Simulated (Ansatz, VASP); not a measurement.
## LiMgBN2: VASP beside Ansatz

```
Li Mg B N
1.0
    -1.90966    1.90966    4.44352
     1.90966   -1.90966    4.44352
     1.90966    1.90966   -4.44352
Li Mg B N
1 1 1 2
Direct
  0.25000 0.75000 0.50000
  0.75000 0.25000 0.50000
  0.50000 0.50000 0.00000
  0.65126 0.65126 0.00000
  0.34874 0.34874 0.00000
```

The cell comes from a database or a generator and needn't be the stable form of this composition.

Alike in both runs: task single point; functional PBE; k mesh 8 × 8 × 8; occupations gaussian, width 0.05 eV; no spin polarisation.

|  | VASP | Ansatz |
| --- | --- | --- |
| version | VASP 6.6.1 | Ansatz 0.2.0 |
| potentials or method | VASP PAW PBE potentials, release 64 (Li_sv, Mg, B, N) | scalar-relativistic, plane waves, PAW |
| plane-wave cutoff (eV) | 520 | 420 |
| valence electrons in the cell | 18 | 26 |

Ansatz gave:

* gap on the k mesh at the Fermi level (eV): 2.60
* least direct gap on the mesh (eV): 3.55
* rms of the force components (eV/Å): 0.021

**Question.** Estimate VASP's values.

**Answer.** gap on the k mesh at the Fermi level (eV): 2.60; least direct gap on the mesh (eV): 3.54; rms of the force components (eV/Å): 0.020.

Atom by atom the forces differ by 0.001 eV/Å (rms over components). The two sets of potentials don't hold the same shells in valence.

 As with any semilocal functional, this PBE gap is likely too small. A k mesh can miss the band edges.
